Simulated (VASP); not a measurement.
Calculation: PBEsol GGA, VASP's PBE PAW potentials (set 64) (plane waves; VASP).

VASP input:

**POSCAR**
```
WAl
1
    4.3928565882    -0.0000000000    -0.0000000000
   -2.1964282941     3.8043252854     0.0000000000
    0.0000000000    -0.0000000000     4.9390471044
W Al
2 2
Direct
  0.3333330000   0.6666670000   0.9370373955
  0.6666670000   0.3333330000   0.4370373955
  0.3333330000   0.6666670000   0.4379626045
  0.6666670000   0.3333330000   0.9379626045
```

INCAR:
```
# general
SYSTEM  = WAl
PREC    = Accurate
ENCUT   = 400
LREAL   = .FALSE.
LASPH   = .TRUE.   # aspherical one-centre terms

# electronic loop
EDIFF   = 1E-6
NELM    = 100
ALGO    = Normal   # blocked Davidson
LMAXMIX = 6

# smearing
ISMEAR  = 1
SIGMA   = 0.1   # width (eV)

# functional
GGA     = PS   # PBEsol

# ions
IBRION  = 2
NSW     = 60   # most ionic steps
ISIF    = 3   # ions, shape and volume
EDIFFG  = -0.02

# output
LWAVE   = .FALSE.
LCHARG  = .FALSE.
```

KPOINTS:
```
K-points
0
gamma
  7 7 6
```

POTCAR, in this order: W_sv Al (PBE.64 set). Program: vasp_std.

What VASP printed:

**OSZICAR**
```
       N       E                     dE             d eps       ncg     rms          rms(c)
DAV:   1     0.278199043554E+03    0.27820E+03   -0.17723E+04  1576   0.133E+03
DAV:   2    -0.191854323776E+02   -0.29738E+03   -0.28978E+03  1509   0.401E+02
DAV:   3    -0.315053131794E+02   -0.12320E+02   -0.11842E+02  1854   0.739E+01
DAV:   4    -0.318194544407E+02   -0.31414E+00   -0.31292E+00  1572   0.109E+01
DAV:   5    -0.318272826091E+02   -0.78282E-02   -0.78227E-02  1777   0.188E+00    0.216E+01
DAV:   6    -0.297370398796E+02    0.20902E+01   -0.89306E+00  1605   0.183E+01    0.503E+00
DAV:   7    -0.296236308313E+02    0.11341E+00   -0.25398E-01  1734   0.321E+00    0.197E+00
DAV:   8    -0.295954953936E+02    0.28135E-01   -0.47764E-02  1568   0.135E+00    0.355E-01
DAV:   9    -0.295946019801E+02    0.89341E-03   -0.27063E-03  1643   0.377E-01    0.133E-01
DAV:  10    -0.295946011724E+02    0.80773E-06   -0.18435E-04  1579   0.884E-02    0.877E-02
DAV:  11    -0.295946031745E+02   -0.20021E-05   -0.27727E-05  1593   0.406E-02    0.135E-02
DAV:  12    -0.295946026168E+02    0.55768E-06   -0.29489E-06  1164   0.144E-02
   1 F= -.29594603E+02 E0= -.29595897E+02  d E =-.295946E+02
       N       E                     dE             d eps       ncg     rms          rms(c)
DAV:   1    -0.295940091691E+02    0.59401E-03   -0.15070E-01  1410   0.613E+00    0.270E-01
DAV:   2    -0.295948511116E+02   -0.84194E-03   -0.23404E-02  1369   0.130E+00    0.885E-02
DAV:   3    -0.295947043979E+02    0.14671E-03   -0.88482E-04  1651   0.224E-01    0.466E-02
DAV:   4    -0.295946861786E+02    0.18219E-04   -0.70015E-05  1534   0.516E-02    0.163E-02
DAV:   5    -0.295946824669E+02    0.37117E-05   -0.10934E-05  1569   0.250E-02    0.765E-03
DAV:   6    -0.295946821390E+02    0.32790E-06   -0.89231E-07   772   0.972E-03
   2 F= -.29594682E+02 E0= -.29596007E+02  d E =-.795221E-04
       N       E                     dE             d eps       ncg     rms          rms(c)
DAV:   1    -0.295948563112E+02   -0.17384E-03   -0.33876E-02  1415   0.291E+00    0.129E-01
DAV:   2    -0.295950478354E+02   -0.19152E-03   -0.52730E-03  1374   0.616E-01    0.424E-02
DAV:   3    -0.295950144815E+02    0.33354E-04   -0.20373E-04  1651   0.108E-01    0.223E-02
DAV:   4    -0.295950109482E+02    0.35333E-05   -0.15765E-05  1224   0.248E-02    0.793E-03
DAV:   5    -0.295950104193E+02    0.52881E-06   -0.29256E-06  1178   0.144E-02
   3 F= -.29595010E+02 E0= -.29596322E+02  d E =-.407803E-03
```

**OUTCAR**
```
------------------------ aborting loop because EDIFF is reached ----------------------------------------
  FORCE on cell =-STRESS in cart. coord.  units (eV):
  Direction    XX          YY          ZZ          XY          YZ          ZX
  --------------------------------------------------------------------------------------
  Total       -0.0101770     -0.0101770     -0.0567085      0.0000000     -0.0000000      0.0000000
  in kB       -0.1974190     -0.1974190     -1.1000608      0.0000000     -0.0000000      0.0000000
  external PRESSURE =      -0.4982996 kB  Pullay stress =       0.0000000 kB
  volume of cell :       82.59
      direct lattice vectors                 reciprocal lattice vectors
     4.392597211  0.000000000  0.000000000     0.227655747  0.131437111  0.000000000
    -2.196298605  3.804100658  0.000000000     0.000000000  0.262874222  0.000000000
     0.000000000 -0.000000000  4.942746899     0.000000000 -0.000000000  0.202316651
 POSITION                                       TOTAL-FORCE (eV/Angst)
 -----------------------------------------------------------------------------------
     -0.00000      2.53607      4.63370        -0.000000      0.000000      0.004443
      2.19630      1.26803      2.16232         0.000000     -0.000000      0.004443
     -0.00000      2.53607      2.16258        -0.000000     -0.000000     -0.004443
      2.19630      1.26803      4.63395        -0.000000     -0.000000     -0.004443
 -----------------------------------------------------------------------------------
    total drift:                               -0.002293      0.001324     -0.001176
  FREE ENERGIE OF THE ION-ELECTRON SYSTEM (eV)
  ---------------------------------------------------
  free  energy   TOTEN  =       -29.5950104193 eV

  energy  without entropy=      -29.5989451182  energy(sigma->0) =      -29.59632199

 reached required accuracy - stopping structural energy minimisation
```
(Selected blocks of OUTCAR.)

**CONTCAR**
```
WAl
   1.00000000000000
     4.3925972106420481    0.0000000000000000    0.0000000000000000
    -2.1962986053210241    3.8041006578660421    0.0000000000000000
     0.0000000000000000   -0.0000000000000000    4.9427468992169326
  W               Al
     2     2
Direct
     0.3333330000000032    0.6666669999999968    0.9374742756264812
     0.6666669999999968    0.3333330000000032    0.4374742756264812
     0.3333330000000032    0.6666669999999968    0.4375257243735188
     0.6666669999999968    0.3333330000000032    0.9375257243735188
```

The structure was generated: WAl was put into the wurtzite type (P6_3mc), which need not be its known phase. This run relaxes it. It ends in space group P6_3/mmc. Symmetry was kept, so distortions that lower it aren't found. The start is the result of an earlier pass.
